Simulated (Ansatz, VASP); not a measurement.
# H7C5SNO5 (H7C5SNO5 (P2_1/c)): VASP beside Ansatz

Wanted: the spread between two codes on one cell, functional and k mesh. The cell is taken from a series of runs on this material, whose earlier steps may have relaxed, scaled, displaced or heated it; both programs get it as it stands.

Main program and level: Ansatz 0.2.0; plane waves, with VASP 6.6.1 beside it; single point at PBE with D3(BJ).

## (1) The starting structure

The cell holds 152 atoms: 56 H, 40 C, 8 S, 8 N and 40 O. Its edges and angles: a = 10.454 Å, b = 10.702 Å, c = 13.679 Å, α = 90.0°, β = 96.5°, γ = 90.0°. It derives from H7C5SNO5 (P2_1/c), repeated 1×1×2. As first built, before any earlier steps moved the atoms (in the runner's words): H7C5SNO5, space group P2_1/c, measured structure (Crystallography Open Database), 1 x 1 x 2 conventional cells; every coordinate displaced by a Gaussian of 0.03 A; bonds to H set to neutron lengths (C-H 1.089, N-H 1.015, O-H 0.983, B-H 1.19 A) where the measured ones are shorter.

## (2) Ansatz: single point, PBE with D3(BJ)

Ansatz runs on its default PAW (the set named soft_2) files.

A single point gives forces, pressure and levels at one fixed geometry, so differences don't come from the geometry; what else differs is listed under the comparison.

File input.yaml:

```yaml
crystal:
  lattice:
    - [10.4541, 0.0, 0.0]
    - [0.0, 10.7017, 0.0]
    - [-1.54926, 0.0, 13.59139]
  atoms:
    - { symbol: H, position: [0.91214, 0.39827, 0.18191] }
    - { symbol: H, position: [0.08901, 0.90016, 0.06664] }
    - { symbol: H, position: [0.08312, 0.59348, 0.31551] }
    - { symbol: H, position: [0.91363, 0.10066, 0.43401] }
    - { symbol: H, position: [0.13524, 0.34818, 0.45302] }
    - { symbol: H, position: [0.86579, 0.84986, 0.29904] }
    - { symbol: H, position: [0.8677, 0.65556, 0.04469] }
    - { symbol: H, position: [0.13416, 0.15303, 0.20275] }
    - { symbol: H, position: [0.40785, 0.27247, 0.14461] }
    - { symbol: H, position: [0.60213, 0.77132, 0.10142] }
    - { symbol: H, position: [0.60065, 0.73102, 0.35594] }
    - { symbol: H, position: [0.39783, 0.23163, 0.39394] }
    - { symbol: H, position: [0.74233, 0.54062, 0.1685] }
    - { symbol: H, position: [0.25896, 0.03952, 0.07929] }
    - { symbol: H, position: [0.25924, 0.45771, 0.3278] }
    - { symbol: H, position: [0.73944, 0.96379, 0.42352] }
    - { symbol: H, position: [0.51932, 0.45211, 0.14367] }
    - { symbol: H, position: [0.48085, 0.95648, 0.10066] }
    - { symbol: H, position: [0.47939, 0.54868, 0.34937] }
    - { symbol: H, position: [0.52198, 0.04473, 0.40186] }
    - { symbol: H, position: [0.6808, 0.07984, 0.16578] }
    - { symbol: H, position: [0.31748, 0.58047, 0.08583] }
    - { symbol: H, position: [0.31854, 0.91336, 0.33523] }
    - { symbol: H, position: [0.68309, 0.41394, 0.41229] }
    - { symbol: H, position: [0.90493, 0.18171, 0.1793] }
    - { symbol: H, position: [0.1008, 0.68482, 0.07088] }
    - { symbol: H, position: [0.10439, 0.818, 0.32237] }
    - { symbol: H, position: [0.89982, 0.31409, 0.42813] }
    - { symbol: C, position: [0.72069, 0.43287, 0.17216] }
    - { symbol: C, position: [0.27648, 0.93834, 0.08616] }
    - { symbol: C, position: [0.28296, 0.56058, 0.33127] }
    - { symbol: C, position: [0.72545, 0.05769, 0.41687] }
    - { symbol: C, position: [0.59727, 0.39253, 0.1566] }
    - { symbol: C, position: [0.39932, 0.88917, 0.09072] }
    - { symbol: C, position: [0.40408, 0.61001, 0.34109] }
    - { symbol: C, position: [0.59548, 0.11143, 0.40519] }
    - { symbol: C, position: [0.58668, 0.25927, 0.15975] }
    - { symbol: C, position: [0.41881, 0.76195, 0.09156] }
    - { symbol: C, position: [0.42185, 0.74348, 0.3437] }
    - { symbol: C, position: [0.58599, 0.24141, 0.40837] }
    - { symbol: C, position: [0.69794, 0.18692, 0.16406] }
    - { symbol: C, position: [0.31005, 0.68543, 0.0843] }
    - { symbol: C, position: [0.30277, 0.81719, 0.33835] }
    - { symbol: C, position: [0.69392, 0.31521, 0.42046] }
    - { symbol: C, position: [0.80543, 0.2368, 0.17212] }
    - { symbol: C, position: [0.19546, 0.73401, 0.07495] }
    - { symbol: C, position: [0.18281, 0.76138, 0.3268] }
    - { symbol: C, position: [0.81384, 0.26593, 0.42611] }
    - { symbol: S, position: [0.15259, 0.36543, 0.11057] }
    - { symbol: S, position: [0.84756, 0.87004, 0.14077] }
    - { symbol: S, position: [0.84728, 0.63608, 0.38834] }
    - { symbol: S, position: [0.14917, 0.13666, 0.35844] }
    - { symbol: "N", position: [0.82368, 0.3653, 0.16966] }
    - { symbol: "N", position: [0.1763, 0.86343, 0.07242] }
    - { symbol: "N", position: [0.18038, 0.63354, 0.32453] }
    - { symbol: "N", position: [0.82218, 0.13319, 0.41948] }
    - { symbol: O, position: [0.28392, 0.37152, 0.14838] }
    - { symbol: O, position: [0.71529, 0.87302, 0.10041] }
    - { symbol: O, position: [0.71164, 0.62831, 0.35234] }
    - { symbol: O, position: [0.28499, 0.12317, 0.39771] }
    - { symbol: O, position: [0.14179, 0.41685, 0.99826] }
    - { symbol: O, position: [0.85553, 0.91435, 0.24551] }
    - { symbol: O, position: [0.85489, 0.58427, 0.49743] }
    - { symbol: O, position: [0.14017, 0.08464, 0.25176] }
    - { symbol: O, position: [0.0807, 0.44949, 0.1597] }
    - { symbol: O, position: [0.92295, 0.95343, 0.09009] }
    - { symbol: O, position: [0.92224, 0.54302, 0.34186] }
    - { symbol: O, position: [0.07756, 0.0473, 0.41289] }
    - { symbol: O, position: [0.10933, 0.24091, 0.10607] }
    - { symbol: O, position: [0.89754, 0.73758, 0.14484] }
    - { symbol: O, position: [0.89394, 0.75968, 0.3934] }
    - { symbol: O, position: [0.10307, 0.26377, 0.35851] }
    - { symbol: O, position: [0.46468, 0.20468, 0.14662] }
    - { symbol: O, position: [0.52561, 0.70534, 0.10237] }
    - { symbol: O, position: [0.53172, 0.79966, 0.34937] }
    - { symbol: O, position: [0.47128, 0.29537, 0.39855] }
    - { symbol: H, position: [0.91417, 0.40387, 0.68335] }
    - { symbol: H, position: [0.08296, 0.89705, 0.56455] }
    - { symbol: H, position: [0.08209, 0.60086, 0.8147] }
    - { symbol: H, position: [0.91434, 0.09519, 0.93313] }
    - { symbol: H, position: [0.13441, 0.35041, 0.95989] }
    - { symbol: H, position: [0.86477, 0.8529, 0.79564] }
    - { symbol: H, position: [0.8696, 0.64865, 0.54971] }
    - { symbol: H, position: [0.13625, 0.14979, 0.7048] }
    - { symbol: H, position: [0.40346, 0.27235, 0.64484] }
    - { symbol: H, position: [0.60176, 0.77585, 0.60308] }
    - { symbol: H, position: [0.59511, 0.73177, 0.85023] }
    - { symbol: H, position: [0.40355, 0.22349, 0.89429] }
    - { symbol: H, position: [0.74407, 0.54005, 0.675] }
    - { symbol: H, position: [0.26502, 0.0438, 0.58002] }
    - { symbol: H, position: [0.26165, 0.45867, 0.82868] }
    - { symbol: H, position: [0.74238, 0.95917, 0.92066] }
    - { symbol: H, position: [0.51653, 0.45372, 0.65239] }
    - { symbol: H, position: [0.48425, 0.95297, 0.6004] }
    - { symbol: H, position: [0.47991, 0.54634, 0.85538] }
    - { symbol: H, position: [0.5162, 0.05133, 0.89834] }
    - { symbol: H, position: [0.67851, 0.0774, 0.66787] }
    - { symbol: H, position: [0.32061, 0.58203, 0.58835] }
    - { symbol: H, position: [0.32097, 0.92066, 0.83517] }
    - { symbol: H, position: [0.68209, 0.41662, 0.91574] }
    - { symbol: H, position: [0.90596, 0.18584, 0.67872] }
    - { symbol: H, position: [0.09888, 0.68643, 0.57041] }
    - { symbol: H, position: [0.09514, 0.82255, 0.82254] }
    - { symbol: H, position: [0.90352, 0.31592, 0.92813] }
    - { symbol: C, position: [0.72535, 0.44046, 0.66729] }
    - { symbol: C, position: [0.27984, 0.94121, 0.57939] }
    - { symbol: C, position: [0.27799, 0.5551, 0.82883] }
    - { symbol: C, position: [0.72126, 0.06434, 0.9192] }
    - { symbol: C, position: [0.60149, 0.39087, 0.66158] }
    - { symbol: C, position: [0.40149, 0.89315, 0.59277] }
    - { symbol: C, position: [0.39887, 0.6122, 0.83864] }
    - { symbol: C, position: [0.59919, 0.10661, 0.90917] }
    - { symbol: C, position: [0.58417, 0.262, 0.65883] }
    - { symbol: C, position: [0.42281, 0.76128, 0.58873] }
    - { symbol: C, position: [0.41957, 0.73667, 0.8423] }
    - { symbol: C, position: [0.58723, 0.23667, 0.91156] }
    - { symbol: C, position: [0.69146, 0.18203, 0.66223] }
    - { symbol: C, position: [0.30913, 0.68545, 0.58302] }
    - { symbol: C, position: [0.30602, 0.81439, 0.83423] }
    - { symbol: C, position: [0.69272, 0.31327, 0.91594] }
    - { symbol: C, position: [0.81132, 0.23846, 0.67319] }
    - { symbol: C, position: [0.18903, 0.73438, 0.57359] }
    - { symbol: C, position: [0.18935, 0.75519, 0.82885] }
    - { symbol: C, position: [0.81085, 0.26176, 0.92201] }
    - { symbol: S, position: [0.15448, 0.36789, 0.60696] }
    - { symbol: S, position: [0.84648, 0.87336, 0.64285] }
    - { symbol: S, position: [0.84397, 0.6342, 0.88643] }
    - { symbol: S, position: [0.15336, 0.12842, 0.86145] }
    - { symbol: "N", position: [0.82287, 0.36697, 0.67591] }
    - { symbol: "N", position: [0.1732, 0.86069, 0.57621] }
    - { symbol: "N", position: [0.17753, 0.63784, 0.82408] }
    - { symbol: "N", position: [0.82434, 0.13579, 0.92744] }
    - { symbol: O, position: [0.28611, 0.37181, 0.65221] }
    - { symbol: O, position: [0.71205, 0.87561, 0.59833] }
    - { symbol: O, position: [0.71111, 0.62814, 0.85123] }
    - { symbol: O, position: [0.2917, 0.12369, 0.90022] }
    - { symbol: O, position: [0.14256, 0.41911, 0.49931] }
    - { symbol: O, position: [0.85595, 0.90992, 0.74573] }
    - { symbol: O, position: [0.85604, 0.5884, 0.99791] }
    - { symbol: O, position: [0.14382, 0.083, 0.75344] }
    - { symbol: O, position: [0.07509, 0.45223, 0.66131] }
    - { symbol: O, position: [0.92397, 0.95114, 0.58888] }
    - { symbol: O, position: [0.92041, 0.54894, 0.83872] }
    - { symbol: O, position: [0.07875, 0.04618, 0.91145] }
    - { symbol: O, position: [0.10204, 0.24036, 0.60703] }
    - { symbol: O, position: [0.90111, 0.73516, 0.64277] }
    - { symbol: O, position: [0.8962, 0.76144, 0.89637] }
    - { symbol: O, position: [0.10397, 0.25906, 0.85614] }
    - { symbol: O, position: [0.4663, 0.20525, 0.64936] }
    - { symbol: O, position: [0.5289, 0.70225, 0.59917] }
    - { symbol: O, position: [0.52999, 0.79438, 0.85129] }
    - { symbol: O, position: [0.47325, 0.29998, 0.89838] }
kpoints:
  mp_grid: { grid: [1, 1, 1] }
hamiltonian:
  xc: pbe
  dispersion: d3bj
scf:
  occupations: { method: fixed }
output:
  forces: true
```

Launch:

```
$ ansatz run input.yaml --threads 4 --pin off --max-ram 8192MiB --backend cpu --events-out ev --progress --plain --runs-dir out
```

Numbers of over 12 decimals in the logs are rounded to 6 here.

What it wrote:

```text
Engine: ansatz 0.2.0, x86_64-unknown-linux-gnu
Pseudopotentials: kind: paw
Pseudopotential: H, paw, valence charge 1, recommended cutoff 420 eV (normal), H.paw.azcp
Pseudopotential: C, paw, valence charge 4, recommended cutoff 420 eV (normal), C.paw.azcp
Pseudopotential: S, paw, valence charge 6, recommended cutoff 420 eV (normal), S.paw.azcp
Pseudopotential: N, paw, valence charge 5, recommended cutoff 420 eV (normal), N.paw.azcp
Pseudopotential: O, paw, valence charge 6, recommended cutoff 420 eV (normal), O.paw.azcp
Functional definition: PBE
  parameter kappa = 0.804
  parameter beta = 0.066725
  exchange = pbe_x(kappa = kappa, mu = beta*pi^2/3)
  correlation = pbe_c(beta = beta)
Crystal: 152 atoms, lattice volume = 1520.559 Å³
Basis set: ecut = 420 eV, 29711 PW (Γ), exchange–correlation on 144×144×192 points (8 copies of the dense FFT grid, shifted against one another)
Bands: 424, of which v1, the nominal top of the filled ones, is band 272 counted from 1 (271 counted from 0)
Symmetry: 1 space group operations
Space group: P1 (ITA 1), of the structure as read, at distance tolerance 1.1e-4 Å
k-points: 1
Non-local potential: H, projectors of the file, l = 0: 2, l = 1: 1
Non-local potential: C, projectors of the file, l = 0: 2, l = 1: 2, l = 2: 1
Non-local potential: S, projectors of the file, l = 0: 2, l = 1: 2, l = 2: 2
Non-local potential: N, projectors of the file, l = 0: 2, l = 1: 2, l = 2: 1
Non-local potential: O, projectors of the file, l = 0: 2, l = 1: 2, l = 2: 1
PAW form: soft (Blöchl's): semilocal exchange-correlation on the pseudo side does not see the compensation charge
PAW one-centre angular grid: H, 110 points (default); XC on 64 Gauss nodes
PAW one-centre angular grid: C, 110 points (default); XC on 64 Gauss nodes
PAW one-centre angular grid: S, 110 points (default); XC on 64 Gauss nodes
PAW one-centre angular grid: N, 110 points (default); XC on 64 Gauss nodes
PAW one-centre angular grid: O, 110 points (default); XC on 64 Gauss nodes
Initial density: superposition of atomic densities (neutral atoms: chi_scale 0, normalization atom), corrected by the library's trained network
Initial wavefunctions: pseudopotential atomic-orbital guess
Functional: x = pbe(κ = 0.804, μ = 0.219515), c = pbe(β = 0.066725)
SCF iter   1: F=—  HF=-43904.841056 eV  |F-HF|=—  |Δ(HF+E_count)|=         —  Δρ=4.26e-3  dr2=2.76e-1  ethr=1.77e-3  ⟨swp⟩=4.0  Hψ=1443  notcnv=0  defer=149
preconditioner: auto → Resta (q_TF=auto, 2.299 Å⁻¹)  ε∞=2.7  [insulator: Δε(μ)=3.470 eV  Ē_g=17.070 eV  n_scr=312 (ndim 8)  ℏωp=22.2 eV  f_vac=0.154  ε∞_Penn≈2.7]
SCF iter   2: F=—  HF=-43904.729493 eV  |F-HF|=—  |Δ(HF+E_count)|=   1.12e-1  Δρ=2.03e-3  dr2=4.88e-2  ethr=5.08e-5  ⟨swp⟩=2.0  Hψ=642  notcnv=0  defer=150
SCF iter   3: F=—  HF=-43904.752637 eV  |F-HF|=—  |Δ(HF+E_count)|=   2.31e-2  Δρ=9.08e-4  dr2=1.29e-2  ethr=8.97e-6  ⟨swp⟩=2.0  Hψ=546  notcnv=0  defer=81
automatic band count: iteration 3 solves 355 bands in place of 424: the levels show a gap, and the empty bands left out lie too high to hold charge; the band table lists the bands solved (type scf.n_extra_bands for more)
SCF iter   4: F=—  HF=-43904.754430 eV  |F-HF|=—  |Δ(HF+E_count)|=   1.79e-3  Δρ=2.88e-4  dr2=1.47e-3  ethr=2.37e-6  ⟨swp⟩=2.0  Hψ=547  notcnv=0  defer=81
SCF iter   5: F=—  HF=-43904.754418 eV  |F-HF|=—  |Δ(HF+E_count)|=   1.17e-5  Δρ=1.29e-4  dr2=2.90e-4  ethr=2.71e-7  ⟨swp⟩=2.0  Hψ=546  notcnv=0  defer=74
SCF iter   6: F=—  HF=-43904.754413 eV  |F-HF|=—  |Δ(HF+E_count)|=   5.15e-6  Δρ=6.11e-5  dr2=5.77e-5  ethr=5.33e-8  ⟨swp⟩=2.0  Hψ=546  notcnv=0  defer=73
SCF iter   7: F=—  HF=-43904.756948 eV  |F-HF|=—  |Δ(HF+E_count)|=   2.53e-3  Δρ=2.02e-5  dr2=5.59e-6  ethr=1.06e-8  ⟨swp⟩=2.0  Hψ=617  notcnv=0  defer=73
SCF iter   8: F=—  HF=-43904.756949 eV  |F-HF|=—  |Δ(HF+E_count)|=   1.74e-6  Δρ=9.12e-6  dr2=1.12e-6  ethr=1.03e-9  ⟨swp⟩=2.0  Hψ=546  notcnv=0  defer=73
SCF iter   9: F=—  HF=-43904.756950 eV  |F-HF|=—  |Δ(HF+E_count)|=   2.56e-7  Δρ=2.77e-6  dr2=1.11e-7  ethr=2.06e-10  ⟨swp⟩=2.0  Hψ=546  notcnv=0  defer=73
SCF iter  10: F=-43904.756950 eV  HF=-43904.756950 eV  |F-HF|=6.15e-9  |Δ(HF+E_count)|=   5.82e-8  Δρ=1.06e-6  dr2=1.65e-8  ethr=1.84e-11  ⟨swp⟩=4.0  Hψ=1103  notcnv=0
SCF 1 converged in 10 iterations: F = -43904.756950 eV  dr2 = 1.65e-8
  greatest PAW one-centre occupation: 0.881 electrons in one spin orbital (limit 2), on the O atom at site 64 (counted from 0), in its partial waves of l = 0
SCF converged after 10 iterations
Free energy (F): -43904.756950 eV
Harris-Foulkes:  -43904.756950 eV  (|F-HF|=6.15e-9)
Internal energy: -43904.756950 eV  (E = F + TS)
E sigma→0 (E₀):  -43904.756950 eV
Fermi energy:    1.056775 eV
--- Per-component energies (eV) ---
  E_band       = -3793.968264
  E_kinetic    = 13491.699747
  E_local      = -37487.210977  (includes V_loc(G=0)·N_el)
  E_nonlocal   = 3706.443871
  E_hartree    = 13281.612836
  E_xc         = -6621.909095
  E_vxc        = -8089.125721  (∫ρ·V_xc dr)
  E_paw        = -16186.586395  (= ΣΔE_a)
  E_vpaw       = -1979.030897  (= ΣTr[D̂ρ^β])
  E_aug_tail   = 0.029838  (compensation charges beyond the density's cutoff)
  E_ewald      = -14076.876004
  E_disp       = -11.960769  (pairwise vdW)
  E_smearing   = -0.000000  (= −TS)
  E_closure    = -0.000000  (closes the sum)
  Σ components = -43904.756950   (vs F -43904.756950, Δ=0.00e0)
--- Forces (eV/Å), atoms counted from 1 ---
  atom   1  H      1.93363223     1.05490389     0.13067271
  atom   2  H     -1.94214410     0.47688054    -0.14094943
  atom   3  H      1.55763183     0.35846492     0.34025583
  atom   4  H      0.94383790    -0.63467598    -0.20614937
  atom   5  H     -0.04296572    -0.54048763    -0.93104739
  atom   6  H      0.08851737    -0.36716468     0.16571949
  atom   7  H      0.11849119     1.47613890     1.36832615
  atom   8  H     -0.00127169     0.41422409    -0.79258062
  atom   9  H     -2.53248288     2.01934714    -0.14976433
  atom  10  H     -0.66979555    -1.01872093     0.22268123
  atom  11  H      0.42582101     0.43657713    -0.14129769
  atom  12  H      0.27524102     0.05856791     0.04203002
  atom  13  H     -0.55892314    -2.11645756     0.37877039
  atom  14  H      0.02059526    -0.43865814     0.27983148
  atom  15  H      0.57943718     1.21470202     0.03421206
  atom  16  H      0.55765420    -2.76832498     0.14209014
  atom  17  H     -1.57173141     1.28625450    -0.08151913
  atom  18  H     -0.49372296    -0.59921910    -0.17054838
  atom  19  H      2.24137816    -1.58147782     0.18497449
  atom  20  H     -1.49269996    -0.59929810    -0.18271382
  atom  21  H      0.61887493     1.82478353    -0.09791138
  atom  22  H      0.16295689     1.12474886     0.04411541
  atom  23  H     -0.27541985     1.78153754     0.13017423
  atom  24  H     -0.11971755     0.86228497     0.30708862
[...]
atom 145  O      0.03267252    -0.79135232    -0.86278012
  atom 146  O     -1.36148679     2.74398824     0.48997975
  atom 147  O      0.11836063     1.19761929    -0.64247242
  atom 148  O      0.19676014    -0.67787975    -0.04751777
  atom 149  O      2.16078010     0.02255509     0.24318354
  atom 150  O      3.93837118     1.45892225     0.21332128
  atom 151  O     -0.09048185     1.26686779     0.06966577
  atom 152  O     -0.66865156    -3.30990780     0.28581514
  max |Σ_I F_I| component: 3.84e-5 eV/Å
```

[end of part 1 of 2]

[Lines on the potential files, build, host, timing and source positions are cut from VASP's logs without a mark.]

[Logs are printed without paths, hosts, clocks, repeated set-up lines and the standing remarks that a program may print on its own settings, such as how far it seeks lower states.]

[Hosts, paths, dates, database ids (printed as entryN), source tags and the programs' standing remarks are cut or masked in the printed files.]
